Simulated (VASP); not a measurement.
# BiRu: structure and properties in VASP

Aim: relax BiRu, then compute properties on the relaxed cell. The steps: rough relaxation of the start cell, full relaxation (PBE + D3), density, ELF and potential (PBE + D3), bands along the symmetry lines (PBE + D3), density of states (PBE + D3), bands along the symmetry lines (PBE + D3) with a changed input and total energy, forces and stress (PBE + D3) with a changed input. The cell is invented: it takes the structure of COD entry 1538201, LuPd (space group 221 there), with all of its atoms replaced by other elements, volume scaled by an estimate. It may not be a known or stable phase.

Main program and level: VASP 6.6.1; PBE with D3; plane waves and PAW (Bi_d, Ru_pv); invented cell.

Most raw output is cut from this account.

The structure was built from a prototype and need not be the compound's stable phase.

## 1. The starting structure

Before any relaxation, the start is as follows. The structure is cubic, space group Pm-3m (No. 221). Conventional cell: a = 3.445 Å, b = 3.445 Å, c = 3.445 Å, α = 90.00°, β = 90.00°, γ = 90.00°. Nearest to Bi lie 8 Ru at 2.98 Å. Ru has 8 Bi at 2.98 Å nearest. It derives from LuPd. It takes the structure of COD entry 1538201, LuPd (space group 221 there), with all of its atoms replaced by other elements, volume scaled by an estimate. Farther neighbours are not listed.

Structure file:

```xyz
2
Lattice="3.4453 0.0000 0.0000 0.0000 3.4453 0.0000 0.0000 0.0000 3.4453" Properties=species:S:1:pos:R:3 pbc="T T T"
Bi    0.0000    0.0000    0.0000
Ru    1.7226    1.7226    1.7226
```

## 2. Rough relaxation of the start cell

The start is only an estimate, so a cheap relaxation brings it near a minimum before any careful run. PBE, the usual starting point, adds the gradient of the density. A dispersion term adds the long-range attraction that semilocal functionals lack. D3 makes the C6 coefficients depend on coordination; zero damping switches the term off at short range.

Contents of INCAR:

```
SYSTEM = BiRu
PREC = Normal
ENCUT = 400
EDIFF = 1E-05
NELM = 60
ISMEAR = 0
SIGMA = 0.05
LREAL = .FALSE.
ALGO = Fast
GGA = PE
IVDW = 11
NBANDS = 20
LORBIT = 11
LWAVE = .FALSE.
LCHARG = .FALSE.
IBRION = 2
NSW = 40
ISIF = 3
EDIFFG = -0.04
```

Contents of POSCAR:

```
BiRu
1.0
    3.4452950000      0.0000000000      0.0000000000
    0.0000000000      3.4452950000      0.0000000000
    0.0000000000      0.0000000000      3.4452950000
Bi Ru
1 1
Direct
    0.0000000000      0.0000000000      0.0000000000
    0.5000000000      0.5000000000      0.5000000000
```

Contents of KPOINTS:

```
Automatic mesh
0
Gamma
5 5 5
0 0 0
```

PAW data sets: Bi_d and Ru_pv (PBE family, release 64).

The run is started by

```sh
$ mpirun -np 1 vasp_std
```

Run time: 16 s. Hardware: 1 MPI rank of AMD EPYC 7R43, shared host; peak memory 0.1 GiB.

This run has no spin polarisation. Its electron count is odd, so without a moment it is a metal by construction. The k-mesh is coarse for a metal. This relaxation is a rough one on cheap settings, only to bring the start near its minimum. Dispersion corrections of this kind ignore metallic screening and tend to overbind metals. The run keeps the 48 symmetry operations of its start, so it cannot find a distortion of lower symmetry.

Relaxation path:

```csv
step,energy less that of the first step (eV),largest force (eV/Å),pressure (GPa),volume (Å³)
1,0.0000,0.0000,-9.39,40.90
2,0.0597,0.0000,17.73,34.21
3,-0.1073,0.0000,-0.16,37.64
```

```csv
"conventional cell, symmetrised",before,after,change
a (Å),3.445,3.351,-2.7 %
b (Å),3.445,3.351,-2.7 %
c (Å),3.445,3.351,-2.7 %
volume (Å³/atom),20.45,18.82,-8.0 %
```

The relaxed structure:

```cif
data_structure
_symmetry_space_group_name_H-M 'P 1'
_symmetry_Int_Tables_number 1
_cell_length_a 3.3512
_cell_length_b 3.3512
_cell_length_c 3.3512
_cell_angle_alpha 90.000
_cell_angle_beta 90.000
_cell_angle_gamma 90.000
_cell_volume 37.64
loop_
_atom_site_label
_atom_site_type_symbol
_atom_site_fract_x
_atom_site_fract_y
_atom_site_fract_z
_atom_site_occupancy
Bi1 Bi 0.00000 0.00000 0.00000 1
Ru2 Ru 0.50000 0.50000 0.50000 1
```

Numbers from this step:

| Property | Result |
| --- | --- |
| electrons | 29 |
| bands | 20 |
| irreducible k-points | 10 |
| symmetry operations | 48 |
| free energy (TOTEN) | -12.91 eV |
| energy at zero smearing | -12.91 eV |
| Fermi energy | 11.87 eV |
| pressure | -0.1611 GPa |
| metallic, judged on the points sampled | yes |
| SCF cycles over all ionic steps | 34 |

It ends with forces that vanish by symmetry and a pressure of -0.16 GPa.

## 3. Full relaxation (PBE + D3)

Properties are meant for the cell that this level of theory prefers, so cell and atoms are relaxed first (ISIF = 3) until forces and stress are small; EDIFFG sets the threshold.

Contents of INCAR:

```
SYSTEM = BiRu
PREC = Accurate
ENCUT = 400
EDIFF = 1E-06
NELM = 100
ISMEAR = 0
SIGMA = 0.05
LREAL = .FALSE.
ALGO = Normal
GGA = PE
IVDW = 11
NBANDS = 20
LORBIT = 11
LWAVE = .FALSE.
LCHARG = .FALSE.
IBRION = 2
NSW = 60
ISIF = 3
EDIFFG = -0.01
```

Contents of POSCAR:

```
BiRu
1.0
    3.3512184691      0.0000000000      0.0000000000
    0.0000000000      3.3512184691      0.0000000000
    0.0000000000      0.0000000000      3.3512184691
Bi Ru
1 1
Direct
    0.0000000000      0.0000000000      0.0000000000
    0.5000000000      0.5000000000      0.5000000000
```

Contents of KPOINTS:

```
Automatic mesh
0
Gamma
8 8 8
0 0 0
```

The run is started by

```sh
$ mpirun -np 1 vasp_std
```

Run time: 46 s. Hardware: 1 MPI rank; peak memory 0.12 GiB.

The steps of the relaxation:

```csv
step,energy less that of the first step (eV),largest force (eV/Å),pressure (GPa),volume (Å³)
1,0.0000,0.0000,1.12,37.64
2,0.0014,0.0000,-1.69,38.36
3,-0.0010,0.0000,-0.01,37.92
```

```csv
"conventional cell, symmetrised",before,after,change
a (Å),3.351,3.360,+0.2 %
b (Å),3.351,3.360,+0.2 %
c (Å),3.351,3.360,+0.2 %
volume (Å³/atom),18.82,18.96,+0.8 %
```

Final coordinates:

```xyz
2
Lattice="3.3596 0.0000 0.0000 0.0000 3.3596 0.0000 0.0000 0.0000 3.3596" Properties=species:S:1:pos:R:3 pbc="T T T"
Bi    0.0000    0.0000    0.0000
Ru    1.6798    1.6798    1.6798
```

Numbers from this step:

- irreducible k-points: 35
- Fermi energy: 11.66 eV
- pressure: -0.008008 GPa
- SCF cycles over all ionic steps: 28

It ends with forces that vanish by symmetry and a pressure of -0.01 GPa.

## 4. Density, ELF and potential (PBE + D3)

The relaxed cell gets a fresh self-consistent run, on a basis set for its own volume, to fix the density and to check the remaining stress.

INCAR: that of step 3 with these lines changed.

```diff
@@ -14,6 +14,5 @@
 LWAVE = .FALSE.
-LCHARG = .FALSE.
-IBRION = 2
-NSW = 60
-ISIF = 3
-EDIFFG = -0.01
+LCHARG = .TRUE.
+ISIF = 2
+LELF = .TRUE.
+LVHAR = .TRUE.
```

Contents of POSCAR:

```
BiRu
1.0
    3.3595797167      0.0000000000      0.0000000000
    0.0000000000      3.3595797167      0.0000000000
    0.0000000000      0.0000000000      3.3595797167
Bi Ru
1 1
Direct
    0.0000000000      0.0000000000      0.0000000000
    0.5000000000      0.5000000000      0.5000000000
```

KPOINTS is that of step 3.

The run is started by

```sh
$ mpirun -np 1 vasp_std
```

It took 16 s on 1 MPI rank; peak memory 0.12 GiB.

This step gave:

- SCF cycles: 12
- pressure: -0.009205 GPa

Valence electrons inside each PAW sphere by angular momentum. Sphere charges, by row:

```csv
atom,s (e),p (e),d (e),tot (e)
Bi1,1.49,1.409,10,12.9
Ru2,0.247,6.142,6.187,12.58
```

Electrostatic potential energy in the ac plane at fractional y = 0.000, with atoms of Bi within 0.2 Å of it. With pseudopotentials it is smooth inside the atoms' cores, unlike the true potential.

Ten even steps from '0' (-100 eV) to '9' (2 eV):
```
00025799999975200
00136899999986310
22357999999997532
45678999999998765
77899999999999987
99999999999999999
99999999999999999
99999999999999999
99999999999999999
99999999999999999
99999999999999999
77899999999999987
45678999999998765
22357999999997532
00136899999986310
00025799999975200
00024799999974200
```
Columns run along a (3.4 Å; values clipped at the 3rd and 97th percentile), rows up along c (3.4 Å). Atoms in or near the plane, at fractional coordinates: Bi at (0.00, 0.00).

Valence density in the ac plane at fractional y = 0.000, with atoms of Bi within 0.2 Å of it. It is the smooth field of the valence electrons, not physical close to the nuclei.

Ten even steps from '_' (0 e/Å³) to '@' (11 e/Å³):
```
%%##++::..________________..::++##
**++--::____________________::--++
--::::..____________________..::::
....____________________________..
__________________________________
__________________________________
__________________________________
__________________________________
__________________________________
__________________________________
__________________________________
__________________________________
....____________________________..
--::::..____________________..::::
**++--::____________________::--++
%%##++::..________________..::++##
@@%%**--..________________..--**%%
```
Columns run along a (3.4 Å), rows up along c (3.4 Å). Atoms in or near the plane, at fractional coordinates: Bi at (0.00, 0.00).

ELF in the ac plane at fractional y = 0.000, with atoms of Bi within 0.2 Å of it. It is the smooth field of the valence electrons, not physical close to the nuclei.

Values, 14 rows by 14 columns, each cell a mean:
```
0.30 0.22 0.31 0.49 0.48 0.31 0.21 0.18 0.22 0.34 0.50 0.46 0.28 0.22
0.24 0.30 0.43 0.52 0.44 0.30 0.23 0.20 0.24 0.32 0.46 0.52 0.41 0.28
0.43 0.47 0.52 0.49 0.38 0.30 0.25 0.22 0.25 0.32 0.40 0.50 0.52 0.46
0.50 0.49 0.45 0.39 0.34 0.30 0.26 0.25 0.27 0.31 0.34 0.40 0.46 0.50
0.35 0.34 0.32 0.31 0.31 0.29 0.28 0.27 0.28 0.29 0.31 0.32 0.32 0.34
0.22 0.23 0.24 0.26 0.27 0.28 0.29 0.29 0.29 0.28 0.27 0.25 0.24 0.22
0.17 0.18 0.20 0.23 0.25 0.28 0.29 0.29 0.29 0.27 0.25 0.22 0.20 0.18
0.21 0.21 0.23 0.25 0.26 0.28 0.29 0.29 0.29 0.28 0.26 0.25 0.23 0.21
0.31 0.31 0.30 0.30 0.30 0.29 0.28 0.28 0.28 0.29 0.30 0.30 0.30 0.31
0.49 0.48 0.43 0.37 0.33 0.30 0.26 0.25 0.27 0.31 0.34 0.38 0.44 0.48
0.46 0.50 0.53 0.48 0.37 0.30 0.25 0.23 0.26 0.31 0.39 0.49 0.52 0.49
0.27 0.33 0.45 0.53 0.43 0.30 0.23 0.20 0.24 0.32 0.45 0.52 0.43 0.31
0.27 0.22 0.33 0.50 0.48 0.31 0.21 0.18 0.23 0.34 0.49 0.47 0.30 0.22
0.64 0.27 0.27 0.46 0.49 0.31 0.21 0.17 0.22 0.35 0.50 0.43 0.24 0.30
```
Columns run along a (3.4 Å), rows up along c (3.4 Å). Atoms in or near the plane, at fractional coordinates: Bi at (0.00, 0.00).

In this run the pressure is -0.01 GPa, small enough to go on; single stress components reach 0.01 GPa.

## 5. Bands along the symmetry lines (PBE + D3)

Levels along the symmetry lines show where the bands peak and cross; KPOINTS_OPT computes them in the converged potential.

Contents of INCAR:

```
SYSTEM = BiRu
PREC = Accurate
ENCUT = 400
EDIFF = 1E-06
NELM = 100
ISMEAR = 0
SIGMA = 0.05
LREAL = .FALSE.
ALGO = Normal
GGA = PE
IVDW = 11
NBANDS = 26
LORBIT = 11
LWAVE = .FALSE.
LCHARG = .FALSE.
```

POSCAR is that of step 4.

KPOINTS is that of step 4.

Contents of KPOINTS_OPT:

```
Line mode
16
Line-mode
Reciprocal
  0.00000000   0.00000000   0.00000000 GAMMA
  0.00000000   0.50000000   0.00000000 X

  0.00000000   0.50000000   0.00000000 X
  0.50000000   0.50000000   0.00000000 M

  0.50000000   0.50000000   0.00000000 M
  0.00000000   0.00000000   0.00000000 GAMMA

  0.00000000   0.00000000   0.00000000 GAMMA
  0.50000000   0.50000000   0.50000000 R

  0.50000000   0.50000000   0.50000000 R
  0.00000000   0.50000000   0.00000000 X

  0.50000000   0.50000000   0.00000000 M
  0.50000000   0.50000000   0.50000000 R
```

The run is started by

```sh
$ mpirun -np 1 vasp_std
```

Wall time 67 s (1 MPI rank); peak memory 0.14 GiB.

Spin-orbit coupling is off here; it can split and shift levels that hold much weight on Bi and Ru by tenths of an eV or more.

This step gave:

```yaml
bands: 26
pressure: -0.01184 GPa
```

Electronic bands along the path, in eV, zero at the Fermi level; # counts the bands kept in this run:

```csv
point,#3,#4,#5,#6,#7,#8,#9,#10
Γ,-3.06,-0.82,-0.82,-0.82,1.16,1.16,1.16,4.31
0.47 of the way,-2.99,-1.94,-1.94,-0.85,-0.62,3.18,3.18,6.30
X,-2.89,-2.68,-2.68,-0.89,0.15,6.23,6.23,6.79
0.53 of the way,-3.45,-2.50,-2.09,-1.25,0.08,1.37,4.28,5.39
M,-4.46,-2.88,-1.51,-1.51,-0.02,0.04,2.65,4.58
0.53 of the way,-3.64,-2.37,-1.97,-1.16,0.34,0.53,4.13,7.33
Γ,-3.06,-0.82,-0.82,-0.82,1.16,1.16,1.16,4.31
0.53 of the way,-4.07,-3.02,-1.71,-1.71,-0.30,1.96,1.96,6.36
R,-5.53,-5.53,0.04,0.04,2.79,2.79,2.79,3.62
0.47 of the way,-4.32,-1.75,-1.48,-1.18,-0.80,0.37,3.87,4.84
X,-2.89,-2.68,-2.68,-0.89,0.15,6.23,6.23,6.79
jump to M,-4.46,-2.88,-1.51,-1.51,-0.02,0.04,2.65,4.58
0.47 of the way,-5.04,-2.31,-1.89,-0.17,-0.17,0.01,2.64,3.93
R,-5.53,-5.53,0.04,0.04,2.79,2.79,2.79,3.62
```

Of the projections kept (Bi, Ru), the largest for each band there, as a share of the weight inside these atoms' spheres; weight between the spheres isn't counted:

```csv
point,#3,#4,#5,#6,#7,#8,#9,#10
Γ,Ru 0.96,Ru 0.98,Ru 0.98,Ru 0.98,Bi 0.86,Bi 0.86,Bi 0.86,Ru 0.53
X,Ru 1.00,Ru 0.84,Ru 0.84,Ru 1.00,Ru 0.96,Bi 0.68,Bi 0.68,Bi 0.57
M,Bi 0.83,Ru 0.94,Ru 0.96,Ru 0.96,Ru 1.00,Ru 0.84,Ru 0.89,Bi 1.00
Γ,Ru 0.96,Ru 0.98,Ru 0.98,Ru 0.98,Bi 0.86,Bi 0.86,Bi 0.86,Ru 0.53
R,Ru 0.58,Ru 0.58,Ru 1.00,Ru 1.00,Ru 0.61,Ru 0.61,Ru 0.61,Ru 0.70
X,Ru 1.00,Ru 0.84,Ru 0.84,Ru 1.00,Ru 0.96,Bi 0.68,Bi 0.68,Bi 0.57
```

There is no gap at this level.

## 6. Density of states (PBE + D3)

A density of states needs more k-points than a total energy, and tetrahedra (ISMEAR = -5) or a smearing that fits the mesh; LORBIT projects the states on the PAW spheres. The mesh is finer than in the run before.

INCAR: that of step 5 with these lines changed.

```diff
@@ -5,3 +5,3 @@
 NELM = 100
-ISMEAR = 0
+ISMEAR = -5
 SIGMA = 0.05
@@ -15 +15,2 @@
 LCHARG = .FALSE.
+NEDOS = 2001
```

POSCAR is that of step 5.

Contents of KPOINTS:

```
Automatic mesh
0
Gamma
12 12 12
0 0 0
```

The run is started by

```sh
$ mpirun -np 1 vasp_std
```

Run time: 59 s. Hardware: 1 MPI rank; peak memory 0.15 GiB.

The DOS at the Fermi level is high for the number of transition-metal atoms. It is one value on this mesh and may be a narrow spike; if it stands, a magnetic instability is possible, which a run without spin can't show. With tetrahedra the forces and stress of a metal are not exact derivatives of the energy.

This step gave:

- SCF cycles: 11
- irreducible k-points: 84
- Fermi energy: 11.70 eV
- pressure: -0.1654 GPa
- DOS at the Fermi level, one point of the energy grid: 4.281 states/eV/cell

The density of states has structure finer than the step of the table below, so its rows give means over 0.5 eV, whole bins alone (the curve runs from -12.0 to 8.00 eV). Peaks (eV: height): total -3.10: 2.36, -2.37: 6.60, -1.38: 5.95, 0.06: 7.39; Ru d -3.10: 1.49, -2.40: 4.31, -1.38: 4.77, 0.06: 5.78; Bi p -5.18: 0.63, -2.37: 0.459, 3.61: 0.408, 4.59: 0.533; Bi s 0.06: 0.213.

States under -12.0 eV and over 8.0 eV are left out. Table of density of states by energy, zero at the Fermi level; means over each step; values in states/eV/cell:

```csv
energy (eV),total,Ru d,Bi p,Bi s
-11.5,0.878,0.0326,0.0110,0.593
-11.0,0.656,0.0373,0.00893,0.452
-10.5,0.277,0.0164,0.00566,0.194
-10.0,0.136,0.00773,0.00311,0.0984
-9.5,0.0618,0.00291,0.00133,0.0470
-9.0,0.0142,4.3e-4,2.0e-4,0.0114
-8.5,0,0,0,0
-8.0,0,0,0,0
-7.5,0,0,0,0
-7.0,0.105,0.00810,0.0299,9.4e-4
-6.5,0.289,0.0246,0.0824,0.00383
-6.0,0.469,0.0473,0.135,0.00739
-5.5,1.10,0.204,0.318,0.0126
-5.0,1.66,0.375,0.478,0.0194
-4.5,1.13,0.302,0.313,0.0156
-4.0,1.15,0.374,0.289,0.0134
-3.5,1.30,0.587,0.235,0.0139
-3.0,1.17,0.696,0.114,0.0172
-2.5,3.60,2.29,0.278,0.0463
-2.0,2.53,1.69,0.228,0.0224
-1.5,3.11,2.37,0.0938,0.0185
-1.0,2.25,1.81,0.0360,0.0135
-0.5,1.13,0.760,0.0657,0.0587
0.0,3.03,2.25,0.185,0.120
0.5,1.34,0.828,0.138,0.0784
1.0,1.07,0.549,0.181,0.0507
1.5,0.787,0.312,0.182,0.0373
2.0,0.432,0.137,0.117,0.0251
2.5,0.496,0.159,0.136,0.0174
3.0,1.06,0.331,0.202,0.0126
3.5,1.12,0.363,0.279,0.00967
4.0,1.23,0.369,0.379,0.00723
4.5,1.36,0.295,0.476,0.00466
5.0,1.00,0.178,0.321,0.00454
5.5,0.667,0.103,0.159,0.00607
6.0,0.568,0.0682,0.0932,0.00833
6.5,0.607,0.0640,0.0765,0.0135
7.0,0.790,0.0746,0.0957,0.0268
7.5,0.896,0.0841,0.115,0.0262
```

The finer mesh and the other smearing move the Fermi level by +0.04 eV from the 8×8×8 run, a small shift, which tests the Fermi level alone. Of the states within 0.3 eV of the Fermi level, the largest shares in the PAW spheres are Ru d 74 % and Bi p 6 %. The rest lies in smaller channels or between the spheres.

## 7. Bands along the symmetry lines (PBE + D3) with a changed input

Levels along the symmetry lines show where the bands peak and cross; KPOINTS_OPT computes them in the converged potential. Some settings are moved from the usual, to see what they do.

Contents of INCAR:

```
SYSTEM = BiRu
PREC = Low
ENCUT = 400
EDIFF = 1E-06
NELM = 100
ISMEAR = 0
SIGMA = 0.05
LREAL = .FALSE.
ALGO = Normal
GGA = PE
IVDW = 11
NBANDS = 26
LORBIT = 11
LWAVE = .FALSE.
LCHARG = .FALSE.
ISYM = 1
```

POSCAR is that of step 6.

Contents of KPOINTS:

```
Automatic mesh
0
Monkhorst-Pack
8 8 8
0 0 0
```

KPOINTS_OPT is that of step 5.

The run is started by

```sh
$ mpirun -np 1 vasp_std
```

Wall time 32 s (1 MPI rank); peak memory 0.11 GiB.

The run converged, and its energy and pressure stay near those of the sound run.

Against the sound run on this cell (bands along the symmetry lines (PBE + D3)) the energy at zero smearing moves by +1.6 meV an atom and the pressure by +0.25 GPa.

Settings moved from the usual: PREC = Low, shifted = True and ISYM = 1. KPOINTS differs too.

PREC = Low changes the FFT grids.

## 8. Total energy, forces and stress (PBE + D3) with a changed input

This run is made with a changed input; what comes of it follows.

Contents of INCAR:

```
SYSTEM = BiRu
PREC = Accurate
ENCUT = 400
EDIFF = 1E-06
NELM = 80
ISMEAR = 0
SIGMA = 0.05
LREAL = .FALSE.
ALGO = Normal
GGA = PE
IVDW = 11
NBANDS = 20
LORBIT = 11
LWAVE = .FALSE.
LCHARG = .FALSE.
ISIF = 2
```

POSCAR is that of step 7.

Contents of KPOINTS:

```
Automatic mesh
0
Gamma
1 1 1
0 0 0
```

The run is started by

```sh
$ mpirun -np 1 vasp_std
```

The job ended after 13 s (1 MPI rank; peak memory 0.1 GiB).

The electronic loop ended without reaching EDIFF, so its numbers are not used.

At the end rms(c) stands at 2e-03, against 1e+00 half way through the cycles shown.

The fault in the input: one k point for a small cell (k-mesh = [1, 1, 1]). A small cell needs a mesh; Γ alone serves large cells only.

## 9. What came out

| Quantity | Value |
| --- | --- |
| relaxed volume | 18.96 Å³/atom |
| relaxed conventional cell a, b, c | 3.360, 3.360, 3.360 Å |
| space group after relaxing, within 0.02 Å | Pm-3m (No. 221) |
| band gap | none, a metal |
| DOS at the Fermi level | 4.28 states/eV/cell |

With PBE + D3, BiRu relaxes to 18.96 Å³/atom in space group Pm-3m (held by the symmetry of the run) and comes out as a metal. Bands along the symmetry lines (PBE + D3): Of the bands kept, 4 cross the Fermi level on this path. Spin-orbit coupling is left out, and with elements this heavy it would split and shift bands near the Fermi level. The k-sampling is coarse for a metal, so the Fermi level, pressures and the shape of the cell carry errors. With an odd electron count and no spin the cell is a metal by construction. No search among competing phases was made. All values are for a static lattice at zero temperature.

[Lines on the potential files, build, host, timing and source positions are cut from VASP's logs without a mark.]

[Logs are printed without paths, hosts, clocks, repeated set-up lines and the standing remarks that a program may print on its own settings, such as how far it seeks lower states.]

[Hosts, paths, dates, database ids (printed as entryN), source tags and the programs' standing remarks are cut or masked in the printed files.]

[A measured line is paired with the nearest computed mode of its activity, which favours agreement.]

[In band tables of VASP the shares of atoms and orbitals are scaled to a sum of 1 inside the atoms' spheres.]
